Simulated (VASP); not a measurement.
An input for Quantum ESPRESSO's pw.x (written as the equivalent of a VASP run, and not itself run):

```
&CONTROL
  calculation = 'vc-relax'
  pseudo_dir = './pseudo'
  outdir = './out'
  tprnfor = .true.
  tstress = .true.
  nstep = 40
  forc_conv_thr = 0.00078
/
&SYSTEM
  ibrav = 0
  nat = 2
  ntyp = 2
  ecutwfc = 86
  occupations = 'smearing'
  smearing = 'gaussian'
  degauss = 0.003675
  input_dft = 'pbesol'
/
&ELECTRONS
  conv_thr = 7.3e-08
  electron_maxstep = 100
/
&IONS
/
&CELL
  press = 450
/
ATOMIC_SPECIES
  Pb 207.200 Pb.upf
  Se 78.971 Se.upf
CELL_PARAMETERS angstrom
    -0.0000000    2.6963949    2.6963949
     2.6963949   -0.0000000    2.6963949
     2.6963949    2.6963949    0.0000000
ATOMIC_POSITIONS crystal
  Pb   0.0000000  0.0000000  0.0000000
  Se   0.5000000  0.5000000  0.5000000
K_POINTS automatic
  9 9 9 0 0 0
```

Task: Translate this input to VASP (INCAR, KPOINTS, POSCAR, choice of POTCAR).

Result: One answer among several that fit: 
**INCAR**
```
! general
SYSTEM  = PbSe
PREC    = Accurate
ENCUT   = 500
LREAL   = .FALSE.
LASPH   = .TRUE.

! electronic loop
EDIFF   = 1E-6
NELM    = 100
ALGO    = Normal
LMAXMIX = 4

! smearing
ISMEAR  = 0
SIGMA   = 0.05

! functional
GGA     = PS

! ions
IBRION  = 2
NSW     = 40
ISIF    = 3
EDIFFG  = -0.02
PSTRESS = 450

! output
LWAVE   = .FALSE.
LCHARG  = .FALSE.
```

**KPOINTS**
```
K-points
0
Gamma
  9 9 9
```

### POSCAR
```
PbSe
1
   -0.0000000000     2.6963948572     2.6963948572
    2.6963948572    -0.0000000000     2.6963948572
    2.6963948572     2.6963948572     0.0000000000
Pb Se
1 1
Direct
  0.0000000000   0.0000000000   0.0000000000
  0.5000000000   0.5000000000   0.5000000000
```

POTCAR, in this order: Pb_d Se (PBE.64 set). Program: vasp_std.

Limits of the translation: the potentials are each code's own (VASP's PAW set, PseudoDojo norm-conserving files in pw.x), so ENCUT and ecutwfc are chosen apart and not converted; conv_thr bounds pw.x's estimated SCF error, while EDIFF bounds the energy change between steps; forc_conv_thr acts on force components and is met together with etot_conv_thr.

The compound is PbSe in the rock salt structure. This run relaxes it under an external pressure of 45 GPa. Symmetry was kept, so distortions that lower it aren't found.
